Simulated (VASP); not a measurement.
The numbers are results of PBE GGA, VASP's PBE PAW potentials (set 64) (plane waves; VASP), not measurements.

A VASP calculation is set up with these files.

### INCAR
```
ALGO = Fast
EDIFF = 1E-5
EDIFFG = -0.03
ENCUT = 400
GGA = PE
IBRION = 2
ISIF = 2
ISMEAR = 0
ISYM = 0
LASPH = T
LCHARG = F
LMAXMIX = 4
LREAL = Auto
LWAVE = T
NELM = 100
NELMIN = 4
NSW = 60
PREC = Normal
SIGMA = 0.05
SYSTEM = Ga32As31P
```

File POSCAR:
```
Ga32As31P
1
   11.5222104216     0.0000000000     0.0000000000
    0.0000000000    11.5222104216    -0.0000000000
   -0.0000000000    -0.0000000000    11.5222104216
Ga As P
32 31 1
Direct
  0.5000000000   0.0000000000   0.0000000000
  0.7500000000   0.2500000000   0.0000000000
  0.7500000000   0.0000000000   0.2500000000
  0.0000000000   0.0000000000   0.0000000000
  0.2500000000   0.2500000000   0.0000000000
  0.5000000000   0.5000000000   0.0000000000
  0.7500000000   0.7500000000   0.0000000000
  0.2500000000   0.0000000000   0.2500000000
  0.5017910000   0.2543520000   0.2512100000
  0.7456170000   0.4962150000   0.2506040000
  0.5000000000   0.0000000000   0.5000000000
  0.7462370000   0.2480720000   0.4963340000
  0.7500000000   0.0000000000   0.7500000000
  0.0000000000   0.5000000000   0.0000000000
  0.2500000000   0.7500000000   0.0000000000
  0.0000000000   0.2500000000   0.2500000000
  0.2500000000   0.5000000000   0.2500000000
  0.5000000000   0.7500000000   0.2500000000
  0.0000000000   0.0000000000   0.5000000000
  0.2500000000   0.2500000000   0.5000000000
  0.4981490000   0.5003530000   0.4965860000
  0.7500000000   0.7500000000   0.5000000000
  0.2500000000   0.0000000000   0.7500000000
  0.5000000000   0.2500000000   0.7500000000
  0.7500000000   0.5000000000   0.7500000000
  0.0000000000   0.7500000000   0.2500000000
  0.0000000000   0.5000000000   0.5000000000
  0.2500000000   0.7500000000   0.5000000000
  0.0000000000   0.2500000000   0.7500000000
  0.2500000000   0.5000000000   0.7500000000
  0.5000000000   0.7500000000   0.7500000000
  0.0000000000   0.7500000000   0.7500000000
  0.6250000000   0.1250000000   0.1250000000
  0.8750000000   0.3750000000   0.1250000000
  0.8750000000   0.1250000000   0.3750000000
  0.1250000000   0.1250000000   0.1250000000
  0.3750000000   0.3750000000   0.1250000000
  0.6250000000   0.6250000000   0.1250000000
  0.8750000000   0.8750000000   0.1250000000
  0.3750000000   0.1250000000   0.3750000000
  0.8750000000   0.6250000000   0.3750000000
  0.6250000000   0.1250000000   0.6250000000
  0.8750000000   0.3750000000   0.6250000000
  0.8750000000   0.1250000000   0.8750000000
  0.1250000000   0.6250000000   0.1250000000
  0.3750000000   0.8750000000   0.1250000000
  0.1250000000   0.3750000000   0.3750000000
  0.3750000000   0.6250000000   0.3750000000
  0.6250000000   0.8750000000   0.3750000000
  0.1250000000   0.1250000000   0.6250000000
  0.3750000000   0.3750000000   0.6250000000
  0.6250000000   0.6250000000   0.6250000000
  0.8750000000   0.8750000000   0.6250000000
  0.3750000000   0.1250000000   0.8750000000
  0.6250000000   0.3750000000   0.8750000000
  0.8750000000   0.6250000000   0.8750000000
  0.1250000000   0.8750000000   0.3750000000
  0.1250000000   0.6250000000   0.6250000000
  0.3750000000   0.8750000000   0.6250000000
  0.1250000000   0.3750000000   0.8750000000
  0.3750000000   0.6250000000   0.8750000000
  0.6250000000   0.8750000000   0.8750000000
  0.1250000000   0.8750000000   0.8750000000
  0.6207370000   0.3718100000   0.3762860000
```

File KPOINTS:
```
Automatic mesh
0
Gamma
1 1 1
0 0 0
```

POTCAR, in this order: Ga As P (PBE.64 set). Program: vasp_gam.

What VASP printed:

**OUTCAR**
```
 ion  position               nearest neighbor table
   1  0.500  0.000  0.000-  33 2.49  46 2.49  54 2.49  62 2.49
   2  0.750  0.250  0.000-  33 2.49  34 2.49  44 2.49  55 2.49
   3  0.750  0.000  0.250-  33 2.49  35 2.49  39 2.49  49 2.49
   4  0.000  0.000  0.000-  36 2.49  39 2.49  44 2.49  63 2.49
   5  0.250  0.250  0.000-  36 2.49  37 2.49  54 2.49  60 2.49
   6  0.500  0.500  0.000-  37 2.49  38 2.49  55 2.49  61 2.49
   7  0.750  0.750  0.000-  38 2.49  39 2.49  56 2.49  62 2.49
   8  0.250  0.000  0.250-  36 2.49  40 2.49  46 2.49  57 2.49
   9  0.502  0.254  0.251-  64 2.41  37 2.49  33 2.52  40 2.53
  10  0.746  0.496  0.251-  64 2.49  38 2.50  34 2.50  41 2.55
  11  0.500  0.000  0.500-  40 2.49  42 2.49  49 2.49  59 2.49
  12  0.746  0.248  0.496-  64 2.46  42 2.48  35 2.48  43 2.56
  13  0.750  0.000  0.750-  42 2.49  44 2.49  53 2.49  62 2.49
  14  0.000  0.500  0.000-  34 2.49  45 2.49  56 2.49  60 2.49
  15  0.250  0.750  0.000-  45 2.49  46 2.49  61 2.49  63 2.49
  16  0.000  0.250  0.250-  34 2.49  35 2.49  36 2.49  47 2.49
  17  0.250  0.500  0.250-  37 2.49  45 2.49  47 2.49  48 2.49
  18  0.500  0.750  0.250-  38 2.49  46 2.49  48 2.49  49 2.49
  19  0.000  0.000  0.500-  35 2.49  50 2.49  53 2.49  57 2.49
  20  0.250  0.250  0.500-  40 2.49  47 2.49  50 2.49  51 2.49
  21  0.498  0.500  0.497-  48 2.46  64 2.47  51 2.51  52 2.53
  22  0.750  0.750  0.500-  41 2.49  49 2.49  52 2.49  53 2.49
  23  0.250  0.000  0.750-  50 2.49  54 2.49  59 2.49  63 2.49
  24  0.500  0.250  0.750-  42 2.49  51 2.49  54 2.49  55 2.49
  25  0.750  0.500  0.750-  43 2.49  52 2.49  55 2.49  56 2.49
  26  0.000  0.750  0.250-  39 2.49  41 2.49  45 2.49  57 2.49
  27  0.000  0.500  0.500-  41 2.49  43 2.49  47 2.49  58 2.49
  28  0.250  0.750  0.500-  48 2.49  57 2.49  58 2.49  59 2.49
  29  0.000  0.250  0.750-  43 2.49  44 2.49  50 2.49  60 2.49
  30  0.250  0.500  0.750-  51 2.49  58 2.49  60 2.49  61 2.49
  31  0.500  0.750  0.750-  52 2.49  59 2.49  61 2.49  62 2.49
  32  0.000  0.750  0.750-  53 2.49  56 2.49  58 2.49  63 2.49
  33  0.625  0.125  0.125-   1 2.49   2 2.49   3 2.49   9 2.52
  34  0.875  0.375  0.125-   2 2.49  14 2.49  16 2.49  10 2.50
  35  0.875  0.125  0.375-  12 2.48   3 2.49  16 2.49  19 2.49
  36  0.125  0.125  0.125-   4 2.49   5 2.49   8 2.49  16 2.49
  37  0.375  0.375  0.125-   9 2.49   6 2.49   5 2.49  17 2.49
  38  0.625  0.625  0.125-   6 2.49   7 2.49  18 2.49  10 2.50
  39  0.875  0.875  0.125-   3 2.49   4 2.49   7 2.49  26 2.49
...
```

### OSZICAR
```
       N       E                     dE             d eps       ncg     rms          rms(c)
DAV:   1     0.152903501422E+04    0.15290E+04   -0.92475E+04   322   0.112E+03
DAV:   2    -0.778203365397E+02   -0.16069E+04   -0.15246E+04   419   0.201E+02
DAV:   3    -0.259920362992E+03   -0.18210E+03   -0.17821E+03   388   0.711E+01
DAV:   4    -0.265659813993E+03   -0.57395E+01   -0.56952E+01   372   0.132E+01
DAV:   5    -0.265805116368E+03   -0.14530E+00   -0.14478E+00   388   0.207E+00    0.209E+01
RMM:   6    -0.260623152092E+03    0.51820E+01   -0.78135E+00   322   0.386E+00    0.122E+01
RMM:   7    -0.259922873578E+03    0.70028E+00   -0.11308E+01   322   0.452E+00    0.304E+00
RMM:   8    -0.259865812462E+03    0.57061E-01   -0.23022E+00   322   0.254E+00    0.138E+00
RMM:   9    -0.259773731986E+03    0.92080E-01   -0.21437E-01   326   0.829E-01    0.435E-01
RMM:  10    -0.259789723526E+03   -0.15992E-01   -0.14741E-01   326   0.521E-01    0.425E-01
RMM:  11    -0.259781002126E+03    0.87214E-02   -0.26480E-02   322   0.291E-01    0.744E-02
RMM:  12    -0.259781142590E+03   -0.14046E-03   -0.37121E-03   327   0.103E-01    0.270E-02
RMM:  13    -0.259781250106E+03   -0.10752E-03   -0.10560E-03   334   0.508E-02    0.369E-02
RMM:  14    -0.259781232818E+03    0.17288E-04   -0.13004E-04   323   0.233E-02    0.252E-02
RMM:  15    -0.259781230130E+03    0.26878E-05   -0.93231E-05   321   0.163E-02
   1 F= -.25978123E+03 E0= -.25977596E+03  d E =-.259781E+03
       N       E                     dE             d eps       ncg     rms          rms(c)
DAV:   1    -0.259814736150E+03   -0.33503E-01   -0.94397E-01   372   0.170E+00    0.418E-01
RMM:   2    -0.259820422948E+03   -0.56868E-02   -0.68447E-02   322   0.479E-01    0.124E-01
RMM:   3    -0.259821249441E+03   -0.82649E-03   -0.10091E-02   328   0.198E-01    0.724E-02
RMM:   4    -0.259821281996E+03   -0.32555E-04   -0.17401E-03   338   0.831E-02    0.358E-02
RMM:   5    -0.259821304087E+03   -0.22091E-04   -0.38007E-04   334   0.382E-02    0.133E-02
RMM:   6    -0.259821311817E+03   -0.77300E-05   -0.92904E-05   290   0.177E-02
   2 F= -.25982131E+03 E0= -.25981627E+03  d E =-.400817E-01
       N       E                     dE             d eps       ncg     rms          rms(c)
DAV:   1    -0.259826149060E+03   -0.48450E-02   -0.33002E-01   354   0.100E+00    0.248E-01
RMM:   2    -0.259828132790E+03   -0.19837E-02   -0.23852E-02   322   0.283E-01    0.740E-02
RMM:   3    -0.259828419631E+03   -0.28684E-03   -0.35182E-03   327   0.117E-01    0.421E-02
RMM:   4    -0.259828435014E+03   -0.15383E-04   -0.62264E-04   336   0.494E-02    0.221E-02
RMM:   5    -0.259828442729E+03   -0.77148E-05   -0.13449E-04   321   0.228E-02    0.817E-03
RMM:   6    -0.259828445102E+03   -0.23732E-05   -0.29169E-05   221   0.105E-02
   3 F= -.25982845E+03 E0= -.25982340E+03  d E =-.472150E-01
       N       E                     dE             d eps       ncg     rms          rms(c)
DAV:   1    -0.259828481652E+03   -0.38923E-04   -0.27019E-03   372   0.908E-02    0.230E-02
RMM:   2    -0.259828498450E+03   -0.16798E-04   -0.20211E-04   316   0.262E-02    0.683E-03
RMM:   3    -0.259828501088E+03   -0.26380E-05   -0.31574E-05   225   0.111E-02    0.393E-03
RMM:   4    -0.259828501323E+03   -0.23512E-06   -0.52701E-06   177   0.455E-03
   4 F= -.25982850E+03 E0= -.25982345E+03  d E =-.472712E-01
       N       E                     dE             d eps       ncg     rms          rms(c)
DAV:   1    -0.259834256803E+03   -0.57557E-02   -0.14206E-01   338   0.702E-01    0.162E-01
RMM:   2    -0.259834994946E+03   -0.73814E-03   -0.10223E-02   323   0.187E-01    0.511E-02
RMM:   3    -0.259835152228E+03   -0.15728E-03   -0.18533E-03   343   0.796E-02    0.360E-02
RMM:   4    -0.259835144518E+03    0.77102E-05   -0.21995E-04   325   0.307E-02    0.163E-02
RMM:   5    -0.259835149410E+03   -0.48920E-05   -0.76796E-05   294   0.163E-02
   5 F= -.25983515E+03 E0= -.25983007E+03  d E =-.664809E-02
       N       E                     dE             d eps       ncg     rms          rms(c)
DAV:   1    -0.259836265964E+03   -0.11214E-02   -0.15289E-01   356   0.729E-01    0.171E-01
RMM:   2    -0.259837099493E+03   -0.83353E-03   -0.11333E-02   323   0.197E-01    0.542E-02
RMM:   3    -0.259837275794E+03   -0.17630E-03   -0.20391E-03   342   0.837E-02    0.385E-02
RMM:   4    -0.259837267942E+03    0.78521E-05   -0.24758E-04   325   0.325E-02    0.174E-02
RMM:   5    -0.259837273883E+03   -0.59413E-05   -0.86380E-05   299   0.173E-02
   6 F= -.25983727E+03 E0= -.25983213E+03  d E =-.877256E-02
       N       E                     dE             d eps       ncg     rms          rms(c)
DAV:   1    -0.259837288294E+03   -0.20352E-04   -0.13121E-03   372   0.673E-02    0.147E-02
RMM:   2    -0.259837292189E+03   -0.38950E-05   -0.70102E-05   289   0.156E-02    0.497E-03
RMM:   3    -0.259837292807E+03   -0.61801E-06   -0.11957E-05   187   0.646E-03    0.225E-03
RMM:   4    -0.259837292768E+03    0.39016E-07   -0.15202E-06   128   0.252E-03
   7 F= -.25983729E+03 E0= -.25983215E+03  d E =-.879144E-02
       N       E                     dE             d eps       ncg     rms          rms(c)
DAV:   1    -0.259838576484E+03   -0.12837E-02   -0.57434E-02   340   0.447E-01    0.898E-02
RMM:   2    -0.259838889058E+03   -0.31257E-03   -0.39505E-03   322   0.116E-01    0.283E-02
RMM:   3    -0.259838948961E+03   -0.59904E-04   -0.66866E-04   342   0.486E-02    0.191E-02
RMM:   4    -0.259838947874E+03    0.10871E-05   -0.84360E-05   306   0.189E-02
   8 F= -.25983895E+03 E0= -.25983382E+03  d E =-.165511E-02
       N       E                     dE             d eps       ncg     rms          rms(c)
DAV:   1    -0.259839080963E+03   -0.13200E-03   -0.20356E-02   356   0.267E-01    0.539E-02
RMM:   2    -0.259839194644E+03   -0.11368E-03   -0.14318E-03   323   0.703E-02    0.177E-02
RMM:   3    -0.259839219580E+03   -0.24936E-04   -0.26113E-04   344   0.301E-02    0.123E-02
RMM:   4    -0.259839219859E+03   -0.27853E-06   -0.32285E-05   224   0.116E-02
   9 F= -.25983922E+03 E0= -.25983410E+03  d E =-.192709E-02
```

### OUTCAR
```
------------------------ aborting loop because EDIFF is reached ----------------------------------------
  FORCE on cell =-STRESS in cart. coord.  units (eV):
  Direction    XX          YY          ZZ          XY          YZ          ZX
  --------------------------------------------------------------------------------------
  Total       -0.4153106     -0.3944857     -0.4016837     -0.0479930     -0.0728828     -0.0155129
  in kB       -0.4349869     -0.4131754     -0.4207144     -0.0502667     -0.0763358     -0.0162479
  external PRESSURE =      -0.4229589 kB  Pullay stress =       0.0000000 kB
  volume of cell :     1529.70
      direct lattice vectors                 reciprocal lattice vectors
    11.522210422  0.000000000  0.000000000     0.086788903  0.000000000  0.000000000
     0.000000000 11.522210422  0.000000000     0.000000000  0.086788903  0.000000000
     0.000000000  0.000000000 11.522210422     0.000000000  0.000000000  0.086788903
  FREE ENERGIE OF THE ION-ELECTRON SYSTEM (eV)
  ---------------------------------------------------
  free  energy   TOTEN  =      -259.8392198589 eV

  energy  without entropy=     -259.8289743143  energy(sigma->0) =     -259.83409709

 reached required accuracy - stopping structural energy minimisation
```
(Selected blocks of OUTCAR.)

**CONTCAR**
```
Ga32As31P
   1.00000000000000
    11.5222104216000005    0.0000000000000000    0.0000000000000000
     0.0000000000000000   11.5222104216000005    0.0000000000000000
     0.0000000000000000    0.0000000000000000   11.5222104216000005
  Ga              As              P
    32    31     1
Direct
     0.4998038203422336    0.0005788046408355    0.0003772278929607
     0.7500515837528700    0.2498377858447882    0.0001336623598328
     0.7498641514642371    0.0001189490868537    0.2497794975158909
     0.0000768652199568    0.9999803398703093    0.9999207042240066
     0.2502206674025124    0.2496286534616297    0.0001935312636415
     0.4999581383912364    0.5002475921336663    0.9999025677885277
     0.7502730603253679    0.7493742274925986    0.0004070918455711
     0.2503335805412762    0.0004150084746569    0.2498605933671166
     0.5024554925076982    0.2530613177488986    0.2526999598342136
     0.7457702352642758    0.4959669107012072    0.2535814614937186
     0.4996918275519490    0.0000705785751772    0.4998294838024798
     0.7461834887650816    0.2523590910845455    0.4965817991240007
     0.7503041323873859    0.0001720235875043    0.7497181971455299
     0.9992827242391825    0.5002440933050567    0.0004525645604117
     0.2499557253726332    0.7500953577141044    0.9999107487748249
     0.9997555131830264    0.2501192117923443    0.2498831929930905
     0.2497107526880492    0.4999658080805009    0.2498136223092560
     0.5001503729643858    0.7500601919427317    0.2497155082725145
     0.9995451131996601    0.0003879167557073    0.5003415407897878
     0.2501242909365499    0.2498474599631520    0.4999710865264156
     0.5020181333905103    0.4973305375894330    0.4968500803892381
     0.7500717146983567    0.7494037164492658    0.4998535003891777
     0.2499265241416480    0.9999875360073868    0.7500733735835129
     0.4999247740190191    0.2502032551887580    0.7498191444424041
     0.7499871217123170    0.4996971850682055    0.7492049607807161
     0.9990866786966430    0.7491779587029717    0.2500068677997279
     0.9991174001061381    0.4998875488689884    0.4999624439262735
     0.2500147322791712    0.7497954632251904    0.5004046893666791
     0.9991942888606582    0.2500202697284855    0.7491747065180384
     0.2501586530356907    0.5001840322930944    0.7496580441590773
     0.4999376030334486    0.7495215843570897    0.7494105263895501
     0.0000518040433747    0.7500260489853443    0.7500439415875972
     0.6247793385817944    0.1258453789560817    0.1257748697871245
     0.8738549247383434    0.3751728047176219    0.1259876383785789
     0.8741075709292252    0.1257453852956742    0.3749673085972608
     0.1249609039104565    0.1249656668994169    0.1250409571580917
     0.3755543447852705    0.3750149292492225    0.1254997855516112
     0.6251270166393175    0.6240190347242059    0.1258996824319197
     0.8749864359983714    0.8749492860225269    0.1250185982762076
     0.3756517565210244    0.1257389100745394    0.3747993963709200
     0.8736027686689934    0.6236166378914896    0.3746212325125554
     0.6248534955594106    0.1255490284982488    0.6243134095375399
     0.8737055577786318    0.3745318072652402    0.6236885908925573
     0.8750320162199822    0.1250560476780610    0.8749826391655795
     0.1248776483855598    0.6250925214614429    0.1249903265207106
     0.3749476827304286    0.8750662244931889    0.1249534253050326
     0.1248609690960496    0.3750272736135679    0.3750855866166988
     0.3754688901668668    0.6245118575642743    0.3748370326892395
     0.6250395585195846    0.8749731453341368    0.3749983263291653
     0.1249872996031335    0.1250871963963660    0.6249824635205073
     0.3755658026222327    0.3751182861987267    0.6242231688698049
     0.6247450244360009    0.6240533223124098    0.6239806527965699
     0.8749396404583863    0.8747715684744981    0.6248877694873570
     0.3750417393116151    0.1250235383003768    0.8749479405018412
     0.6250695823069256    0.3750549326976224    0.8749604383411880
     0.8748654289884766    0.6248401292726710    0.8747538057676348
     0.1247820100102051    0.8749157172033276    0.3748575503614792
     0.1247110194254759    0.6248464259286330    0.6249197813092743
     0.3749967698308805    0.8750000708777824    0.6250006437505450
     0.1247396114958360    0.3749914544088535    0.8750247356359581
     0.3749701846163361    0.6250722289121564    0.8749236655008358
     0.6248957357611395    0.8748901287009384    0.8751403824958772
     0.1250265678606244    0.8749964483314222    0.8750551013990827
     0.6237827395268739    0.3744981535247853    0.3753667729254684
```

The supercell is sampled at Γ alone, which is coarse: total energies, pressure and levels can be off, energies of defects by several tenths of an eV.

The cell is a supercell with a defect, built from GaAs (zinc blende): P_As. The run is not spin-polarised, so no state with unpaired spins was tried.
